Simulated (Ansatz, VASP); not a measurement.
# Cross-check of Al35Ga12N48 (V_Al2) between VASP and Ansatz

One calculation is typed for both programs; each brings its own data sets. How far apart do they land? The cell is taken from a series of runs on this material, whose earlier steps may have relaxed, scaled, displaced or heated it; both programs get it as it stands.

Calculated with Ansatz 0.2.0; plane waves, with VASP 6.6.1 beside it; single point at PBEsol.

## (1) Starting point

The cell holds 95 atoms: 35 Al, 12 Ga and 48 N. Cell: a = 10.087 Å, b = 9.390 Å, c = 10.836 Å, α = 90.0°, β = 90.0°, γ = 90.0°. It derives from Al3GaN4 (Al3GaN4 (Pm)). Nearest the centre at fractional (0.501, 0.667, 0.666): N93 at 2.12 Å, N85 at 2.12 Å, N92 at 2.12 Å, N71 at 2.23 Å, Ga47 at 3.04 Å, Ga41 at 3.06 Å, Al34 at 3.06 Å, Al28 at 3.06 Å.

## (2) Ansatz: single point, PBEsol

Ansatz runs on its default PAW (the set named soft_2) files.

With cell and atoms fixed, the geometry can't cause a difference; cores, projectors, grids and the points listed under the comparison can.

input.yaml

```yaml
crystal:
  checkpoint: "../qm3.relax.run"
  host: checkpoint
basis:
  ecutwfc: 420
  xc_grid: 2
hamiltonian:
  xc: pbesol
kpoints:
  mp_grid: { grid: [2, 2, 2], shift: [0.5, 0.5, 0.5] }
scf:
  occupations: { method: fermi_dirac, width: 0.01 }
  max_iter: 80
output:
  forces: true
  eigenvalues: true
  charged_corrections: { defect_position: [0.500544, 0.666667, 0.665846] }
checkpoint:
  read: "../qm3.relax.run"
  write: "../qm3.point_neutral.run"
  compress: false
  write_wavefunctions: false
  write_every: 100000
magnetization:
  spin_polarized: true
  initial_magnetization: 1
  spin_locking: { lock_magnetization: hard }
```

The run is started by

```bash
> ansatz run input.yaml --threads 8 --pin off --max-ram 14131MiB --backend cpu --events-out ev --progress --plain --runs-dir out
```

Numbers of over 12 decimals in the logs are rounded to 6 here.

What it wrote:

```text
checkpoint.read: neither the saved density nor the saved orbitals are used: the state is of another total charge, and does not settle where this run's electrons and spins go. The run starts from its atoms. Which states do: the manual's quickstart, A charge series.
crystal.checkpoint: the structure is that of <dir>, a `relax` run, at its step 6: its result, under pbesol at a charge of -3 e; 95 atoms read, 0 with a starting moment; this deck's charge is 0 e; no density is read with it (checkpoint.read); crystal.structure_sha256 for this input is
Engine: ansatz 0.2.0, aarch64-unknown-linux-gnu
Pseudopotentials: kind: paw
Pseudopotential: Al, paw, valence charge 3, recommended cutoff 420 eV (normal), Al.paw.azcp
Pseudopotential: Ga, paw, valence charge 13, recommended cutoff 420 eV (normal), Ga.paw.azcp
Pseudopotential: N, paw, valence charge 5, recommended cutoff 420 eV (normal), N.paw.azcp
Functional definition: PBEsol
  exchange = pbesol_x
  correlation = pbesol_c
Crystal: 95 atoms, lattice volume = 1026.364 Å³
Basis set: ecut = 420 eV, 20007 PW (Γ), exchange–correlation on 144×128×150 points (8 copies of the dense FFT grid, shifted against one another)
Bands: 346, of which v1, the nominal top of the filled ones, is band 251 counted from 1 (250 counted from 0)
Symmetry: 1 space group operations
Space group: P1 (ITA 1), of the structure as read, at distance tolerance 1.0e-4 Å
Magnetic group: BNS 1.1 (UNI 1), of the structure as read, at distance tolerance 1.0e-4 Å
k-points: 4 of 8 (time reversal used)
Non-local potential: Al, projectors of the file, l = 0: 2, l = 1: 2, l = 2: 1
Non-local potential: Ga, projectors of the file, l = 0: 2, l = 1: 2, l = 2: 3, l = 3: 1
Non-local potential: N, projectors of the file, l = 0: 2, l = 1: 2, l = 2: 1
PAW form: soft (Blöchl's): semilocal exchange-correlation on the pseudo side does not see the compensation charge
PAW frozen core: Al, regenerated for the run's functional, and the local potential with it (the file was generated under x = pbe(κ = 0.804, μ = 0.219515), c = pbe(β = 0.066725))
PAW frozen core: Ga, regenerated for the run's functional, and the local potential with it (the file was generated under x = pbe(κ = 0.804, μ = 0.219515), c = pbe(β = 0.066725))
PAW frozen core: N, regenerated for the run's functional, and the local potential with it (the file was generated under x = pbe(κ = 0.804, μ = 0.219515), c = pbe(β = 0.066725))
PAW one-centre angular grid: Al, 110 points (default); XC on 64 Gauss nodes
PAW one-centre angular grid: Ga, 590 points (default); XC on 64 Gauss nodes
PAW one-centre angular grid: N, 110 points (default); XC on 64 Gauss nodes
Initial density: superposition of atomic densities (chi_scale 0.1, normalization cell, long waves kept (reshape's long-wave potential 0.15 eV rms))
Starting moments: Σ|m| = 1 μB on 95 of 95 sites
Initial wavefunctions: pseudopotential atomic-orbital guess
Functional: x = pbesol(κ = 0.804, μ = 0.123457), c = pbesol(β = 0.046)
SCF iter   1: F=—  HF=-81604.781393 eV  |F-HF|=—  |Δ(HF+E_count)|=         —  Δρ=6.12e-2 (↑6.09e-2 ↓6.12e-2)  dr2=1.68e2  dr2_m=2.41e-1  M=1.000 μB ∫|m|=1.025 μB  β_m=0.30  ethr=3.10e-3  ⟨swp⟩=6.0  Hψ=10312  notcnv=0  defer=456
preconditioner: auto → Resta (q_TF=auto, 2.421 Å⁻¹)  ε∞=3.7  [insulator: Δε(μ)=0.068 eV  Ē_g=15.675 eV  σ=0.010 eV  W_gap=0.93  n_scr=252 (ndim 8)  ℏωp=25.9 eV  f_vac=0.000  D(μ)=7.40/eV (n_scr^D=26)  ε∞_Penn≈3.7]
spin=Collinear: Resta preconditioning applied to the charge; magnetization (m = ρ↑ − ρ↓) channel mixes plain (no charge-response kernel on spin).
SCF iter   2: F=—  HF=-81567.080271 eV  |F-HF|=—  |Δ(HF+E_count)|=    3.77e1  Δρ=3.34e-2 (↑3.34e-2 ↓3.34e-2)  dr2=4.98e1  dr2_m=9.94e-2  M=1.000 μB ∫|m|=1.045 μB  β_m=0.44  ethr=3.10e-3  ⟨swp⟩=2.0  Hψ=5200  notcnv=0  defer=720
SCF iter   3: F=—  HF=-81559.257125 eV  |F-HF|=—  |Δ(HF+E_count)|=    7.82e0  Δρ=2.73e-2 (↑2.22e-2 ↓2.73e-2)  dr2=3.54e1  dr2_m=1.39e-1  M=1.000 μB ∫|m|=1.094 μB  β_m=0.39  ethr=3.10e-3  ⟨swp⟩=5.8  Hψ=7381  notcnv=0  defer=703
SCF iter   4: F=—  HF=-81554.235117 eV  |F-HF|=—  |Δ(HF+E_count)|=    5.02e0  Δρ=1.42e-2 (↑1.27e-2 ↓1.42e-2)  dr2=7.93e0  dr2_m=2.45e-2  M=1.000 μB ∫|m|=1.108 μB  β_m=0.63  ethr=3.10e-3  ⟨swp⟩=2.0  Hψ=5222  notcnv=0  defer=730
SCF iter   5: F=—  HF=-81555.422268 eV  |F-HF|=—  |Δ(HF+E_count)|=    1.19e0  Δρ=1.84e-2 (↑1.57e-2 ↓1.84e-2)  dr2=2.00e1  dr2_m=1.35e-1  M=1.000 μB ∫|m|=1.125 μB  β_m=0.48  ethr=1.58e-3  ⟨swp⟩=3.1  Hψ=4691  notcnv=0  defer=716  recentre
SCF iter   6: F=—  HF=-81553.393889 eV  |F-HF|=—  |Δ(HF+E_count)|=    2.03e0  Δρ=1.11e-2 (↑8.21e-3 ↓1.11e-2)  dr2=7.09e0  dr2_m=4.26e-2  M=1.000 μB ∫|m|=1.111 μB  β_m=0.50  ethr=1.58e-3  ⟨swp⟩=2.8  Hψ=3686  notcnv=0  defer=714
[...]
k-point 2 ↑: bands = [... 247 lower, 7.1445, 7.1718, 7.3196, 7.3537, 7.5336, 11.7755, 12.3080, 12.5693, ... 91 higher]
  k-point 3 ↓: bands = [... 247 lower, 7.1748, 7.2930, 7.3772, 7.5779, 7.7311, 11.8030, 12.4056, 12.4703, ... 91 higher]
```

Reading the cycles: dr2 is the Hartree energy of the density residual (eV), the measure of convergence; HF is the Harris–Foulkes estimate of the energy, which meets the free energy F at convergence.

## (3) VASP: single point, PBEsol

The same cell, functional, mesh and smearing now go to VASP, with its own data sets.

Lines of VASP's logs that name or quote its potential files are left out, and so is its time.

INCAR

```
SYSTEM = Al35Ga12N48
PREC = Accurate
ENCUT = 520
EDIFF = 1E-06
NELM = 200
ISMEAR = -1
SIGMA = 0.01
LREAL = Auto
ALGO = Normal
GGA = PS
NBANDS = 320
ISPIN = 2
MAGMOM = -0 0 0 0 -0 0 -0 0 0 -0 0 0 -0 0 -0 -0 0 -0 -0 -0 -0 -0 0 0 0 -0 -0 0 0 0 0 -0 0 0 0 0 0 0 0 0 0 -0 0 -0 0 0 -0.01 0 -0 -0 0 0 0 0 0.01 0 -0 0.01 0 0 0.04 0 0.01 0 -0 0.01 0 0.06 0.04 0 0.3 0.02 0.01 -0 -0.01 0 0.06 -0 0.02 0.02 -0.04 0.01 -0.01 0 0.28 -0.02 0.02 0 -0.04 0.01 -0 -0.35 0.28 -0.02 -0.02
LORBIT = 11
LWAVE = .FALSE.
LCHARG = .FALSE.
ISIF = 2
ISYM = 0
NUPDOWN = 1
LASPH = .TRUE.
GGA_COMPAT = .FALSE.
KPAR = 4
```

POSCAR

```
Al35Ga12N48
1.0
   10.0869203595      0.0000000000      0.0002527838
    0.0000000000      9.3901567821      0.0000000000
   -0.0064481587      0.0000000000     10.8360190400
Al Ga N
35 12 48
Direct
    0.2492780589      0.1664683663      0.0830284292
    0.9992609923      0.1665062811      0.4183570105
[... 7 atom lines left out ...]
    0.2518107702      0.5011578567      0.5847018635
[... 5 atom lines left out ...]
    0.2517857145      0.8317521263      0.5847158185
[... 7 atom lines left out ...]
    0.5024854538      0.9945735061      0.6644223468
[... 1 atom line left out ...]
    0.5023064068      0.5000770413      0.4213978085
[... 1 atom line left out ...]
    0.7473214839      0.5015499791      0.5843119103
    0.5022247588      0.5025016696      0.9166408131
    0.5024899185      0.3384291693      0.6644039202
[... 1 atom line left out ...]
    0.5023030170      0.8329525922      0.4213895395
[... 1 atom line left out ...]
    0.7473381245      0.8313237084      0.5843127574
    0.5022150221      0.8305640854      0.9166414529
[... 1 atom line left out ...]
    0.2509059643      0.9985745011      0.8325919039
[... 1 atom line left out ...]
    0.2509156796      0.3343824666      0.8325797058
    0.2510696630      0.6664579085      0.3341919713
    0.2548865948      0.6664660167      0.8315011825
[... 1 atom line left out ...]
    0.7489587643      0.9989912153      0.8325729160
[... 1 atom line left out ...]
    0.7489810699      0.3339485718      0.8325530597
    0.7481882532      0.6664489900      0.3334456389
    0.7449844725      0.6664632576      0.8296352217
[... 7 atom lines left out ...]
    0.3115180641      0.0002378956      0.6637541348
[... 2 atom lines left out ...]
    0.3124286525      0.4991608611      0.4190901502
[... 2 atom lines left out ...]
    0.0600013287      0.4945850017      0.5806324442
    0.3130104443      0.4986341755      0.9219124876
    0.3115070876      0.3326606185      0.6637570566
[... 2 atom lines left out ...]
    0.3124336298      0.8338504928      0.4191183010
[... 1 atom line left out ...]
    0.0556348122      0.6665295341      0.8378030007
    0.0599763491      0.8383951782      0.5806464278
    0.3129855054      0.8344330595      0.9219201359
    0.2798813252      0.6664592978      0.6633439073
    0.5536442576      0.0021619518      0.3310469110
[... 3 atom lines left out ...]
    0.5553517122      0.0002859905      0.8342736950
    0.5588905158      0.1664746240      0.5869138042
[... 1 atom line left out ...]
    0.8134369030      0.0010708040      0.6643300980
    0.5536535328      0.3308421618      0.3310415531
[... 1 atom line left out ...]
    0.8143085482      0.5003881318      0.4181399101
[... 1 atom line left out ...]
    0.5553625197      0.3328066649      0.8342376768
    0.5693954027      0.4820080579      0.5739230970
    0.8140010464      0.4982636950      0.9205537644
    0.8134527179      0.3318489429      0.6642977735
    0.5548493229      0.6665016114      0.3318188880
    0.5602474378      0.8363508768      0.0868030095
    0.8143173530      0.8326161114      0.4181350424
[... 1 atom line left out ...]
    0.5622561528      0.6665243777      0.8528975922
    0.5694062270      0.8510353064      0.5738964627
    0.8139760153      0.8347932300      0.9205611740
    0.8191125695      0.6664467662      0.6628454124
```

KPOINTS

```
Points of the shifted mesh
8
Reciprocal
 0.2500000000  0.2500000000  0.2500000000 1
 0.2500000000  0.2500000000  0.7500000000 1
 0.2500000000  0.7500000000  0.2500000000 1
 0.2500000000  0.7500000000  0.7500000000 1
 0.7500000000  0.2500000000  0.2500000000 1
 0.7500000000  0.2500000000  0.7500000000 1
 0.7500000000  0.7500000000  0.2500000000 1
 0.7500000000  0.7500000000  0.7500000000 1
```

PAW data sets: Al, Ga_d and N (PBE family, release 64).

The run is started by

```bash
> mpirun -np 8 vasp_std
```

What it wrote:

```text
[banner, memory and clock lines left out]
running    8 mpi-ranks, on    1 nodes
[...]
|                                                                             |
|           W    W    AA    RRRRR   N    N  II  N    N   GGGG   !!!           |
|           W    W   A  A   R    R  NN   N  II  NN   N  G    G  !!!           |
|           W    W  A    A  R    R  N N  N  II  N N  N  G       !!!           |
|           W WW W  AAAAAA  RRRRR   N  N N  II  N  N N  G  GGG   !            |
|           WW  WW  A    A  R   R   N   NN  II  N   NN  G    G                |
|           W    W  A    A  R    R  N    N  II  N    N   GGGG   !!!           |
|                                                                             |
|     For optimal performance we recommend to set                             |
|       NCORE = 2 up to number-of-cores-per-socket                            |
|     NCORE specifies how many cores store one orbital (NPAR=cpu/NCORE).      |
|     This setting can greatly improve the performance of VASP for DFT.       |
[...]
|                                                                             |
|     You enforced a specific xc type in the INCAR file but a different       |
|     [... a line on the potential file left out ...]
|     I HOPE YOU KNOW WHAT YOU ARE DOING!                                     |
|                                                                             |

 LDA part: xc-table for (Slater+PW92), standard interpolation
 POSCAR, INCAR and KPOINTS ok, starting setup
[...]
entering main loop
       N       E                     dE             d eps       ncg     rms          rms(c)
DAV:   1     0.717753636466E+04    0.71775E+04   -0.18224E+05 10240   0.197E+03
DAV:   2     0.134833241116E+04   -0.58292E+04   -0.54486E+04 10456   0.582E+02
DAV:   3    -0.570825463571E+03   -0.19192E+04   -0.17826E+04 14528   0.247E+02
DAV:   4    -0.794154718957E+03   -0.22333E+03   -0.21908E+03 14392   0.909E+01
[...]
DAV:  21    -0.706116028432E+03   -0.60546E-05   -0.94125E-05 14208   0.375E-02    0.196E-02
DAV:  22    -0.706116027787E+03    0.64564E-06   -0.18650E-05 13552   0.200E-02    0.896E-03
DAV:  23    -0.706116028249E+03   -0.46205E-06   -0.77009E-06 11400   0.126E-02
   1 F= -.70611603E+03 E0= -.70611602E+03  d E =-.249495E-04  mag=     1.0000
```

Parts of OUTCAR (step 3):

```text
  FREE ENERGIE OF THE ION-ELECTRON SYSTEM (eV)
  ---------------------------------------------------
  free  energy   TOTEN  =      -706.1160282488 eV

  energy  without entropy=     -706.1160032993  energy(sigma->0) =     -706.11601577

 magnetization (x)
# of ion       s       p       d       tot
------------------------------------------
    1       -0.000  -0.000   0.000  -0.000
    2        0.000   0.000   0.000   0.000
    3        0.000   0.000   0.000   0.000
    4       -0.000   0.000   0.000  -0.000
    5       -0.000  -0.000   0.000  -0.000
    6       -0.000   0.001   0.000   0.001
    7       -0.000  -0.000   0.000  -0.000
    8       -0.000   0.001   0.000   0.001
    9        0.000   0.000   0.000   0.000
   10       -0.002  -0.003   0.000  -0.004
   11       -0.000  -0.000   0.000  -0.000
   12       -0.000   0.001   0.000   0.001
   13       -0.000  -0.000   0.000  -0.000
[...]
--------------------------------------------------
tot          0.013   0.666  -0.003   0.676
```

The run ends at a pressure of 1.08 GPa, with forces up to 2.0 eV/Å.

## (4) Side by side

Known differences besides the potentials themselves: VASP starts from the moments at which Ansatz ended; the cutoff is 420 eV in Ansatz and 520 eV in VASP (PREC = Accurate, projectors in real space); Ansatz makes its cores anew for this functional, VASP keeps those of its PBE data sets; site moments are counted in spheres of each program's own size. Total energies have different zeros and are not compared.

Both answers:

```csv
quantity,Ansatz,VASP,difference
"total moment, fixed by the input (μB)",1.00,1.00,0.00
moment on N92 (μB),-0.35,-0.35,0.00
moment on N71 (μB),0.30,0.30,0.00
moment on N93 (μB),0.28,0.28,0.00
moment on N85 (μB),0.28,0.28,0.00
moment on N77 (μB),0.06,0.06,0.00
moment on N68 (μB),0.06,0.06,0.00
```

Forces on 9 of the 95 atoms, those with the largest forces and the largest differences (eV/Å; atoms numbered as in POSCAR):

```csv
atom,"Ansatz x, y, z","VASP x, y, z"
Al10,"-0.326, -1.523, -0.952","-0.328, -1.539, -0.959"
Al16,"-0.325, 1.527, -0.953","-0.327, 1.537, -0.959"
Al24,"-0.856, 1.040, 1.145","-0.861, 1.058, 1.155"
Al26,"-0.772, 0.167, -1.666","-0.775, 0.169, -1.684"
Al29,"-0.759, -1.699, 0.736","-0.766, -1.724, 0.744"
Al32,"-0.773, -0.170, -1.668","-0.779, -0.173, -1.687"
Al35,"-0.760, 1.695, 0.735","-0.768, 1.710, 0.743"
N71,"0.513, -0.001, 0.188","0.516, -0.001, 0.237"
N92,"0.302, 0.003, -0.486","0.343, 0.003, -0.501"
```

The forces differ by 7.0 meV/Å r.m.s., which is 1.5 % of the r.m.s. force of 0.457 eV/Å (both taken over all components).

## (5) Summary of results

| Quantity | Value |
| --- | --- |
| r.m.s. force difference (single point, PBEsol) | 1.5 % of the r.m.s. force |

What this shows: The r.m.s. force difference is 1.5 % of the r.m.s. force (single point, PBEsol), within the 3 % picked in this series as the mark of a large difference. Such differences can come from data sets, numerical settings and the points named under the comparisons, not from the functional's error against experiment.

[Lines on the potential files, build, host, timing and source positions are cut from VASP's logs without a mark.]

[Logs are printed without paths, hosts, clocks, repeated set-up lines and the standing remarks that a program may print on its own settings, such as how far it seeks lower states.]

[Hosts, paths, dates, database ids (printed as entryN), source tags and the programs' standing remarks are cut or masked in the printed files.]
